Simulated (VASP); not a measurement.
The system is LaB6.

```
La B
1.0
     4.13039    0.00000    0.00000
     0.00000    4.13039    0.00000
     0.00000    0.00000    4.13039
La B
1 6
Cartesian
  0.0000 0.0000 0.0000
  3.3061 2.0652 2.0652
  0.8243 2.0652 2.0652
  2.0652 2.0652 3.3061
  2.0652 2.0652 0.8243
  2.0652 0.8243 2.0652
  2.0652 3.3061 2.0652
```

The cell is a database's computed one.

Base run:

- Program: VASP 6.6.1
- Functional: PBEsol
- Potentials or basis: VASP PAW PBE potentials, release 64 (La, B)
- Cutoff: 700 eV
- k mesh: 8 × 8 × 8
- Occupations: gaussian, width 0.1 eV
- Spin: no spin polarisation

Its results: band gap on the k mesh none (metal or under the smearing width); pressure 0.0 GPa.

Q: The run is repeated on the same cell with these changes: functional from PBEsol to r2SCAN; cutoff from 700 eV to 520 eV. What comes out?

A: Band gap on the k mesh none (metal or under the smearing width); pressure 2.9 GPa.

Caveats: the PAW data sets were made with another functional, which shifts forces and pressure a little.
